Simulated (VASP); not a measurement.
## AlN: transverse stress against strain

AlN (wurtzite, P6_3mc, 10.387 Å³/atom and stress up to 0.06 GPa in the relaxed cell, c along z) under a strain ε along c (axis z), the other axes held. r2SCAN in VASP (plane waves, PAW), 600 eV, 12×12×6 Γ-centred mesh, Gaussian smearing 0.05 eV; ions are relaxed, or left where forces stay under 0.02 eV/Å, within the symmetry of each cell. Stress is positive for a compressed cell.

Here s stands for strain and y for stress xx.

| strain (%) | stress xx (GPa) |
|---|---|
| -3.00 | ? |
| -1.50 | 1.69 |
| -1.00 | 1.08 |
| -0.50 | 0.50 |
| 0.00 | -0.02 |
| 0.50 | -0.56 |
| 1.00 | -1.05 |
| 1.50 | -1.50 |

Taking a straight line for y over the 7 complete rows: Means: s 0, y 0.020. About the means, the sum of products is -7.4450 and the sum of squares of s is 7.0000; the slope is their ratio. Least squares gives y = 0.020 - 1.0636·s. Residuals (row less fit): 0.075, -0.004, -0.052, -0.040, -0.048, -0.006, 0.075; standard error 0.060 (degrees of freedom: 5). The slope gives the elastic constant C13 = 106 ± 2 GPa (± standard error of the fit, which holds the terms cut off).

Task: Estimate the missing y (s = -3.00); what did the run itself give?

Result: y = 0.020 - 1.0636 × (-3.0) = 3.211 GPa. The calculation gives 3.72 GPa, 0.509 GPa above the prediction (9.8 % of the range of y in the table). The row lies outside the fitted rows, so this is an extrapolation. From the scatter of the fitted rows alone, a prediction at this place has a standard error of 0.093 GPa, so the miss is 5.5 times that.

A polynomial of degree 2 through the 12 other runs of the series gives 3.69 there, so most of the miss is curvature that the fit leaves out. Rows are the converged runs of the series near zero and its far end, less any whose ions stayed unrelaxed beside relaxed ones; series whose fitted rows scatter by over a few per cent of the range, as at a crossing or softening among them, aren't shown in this form. Most that stay on the fit to the last digits aren't either.
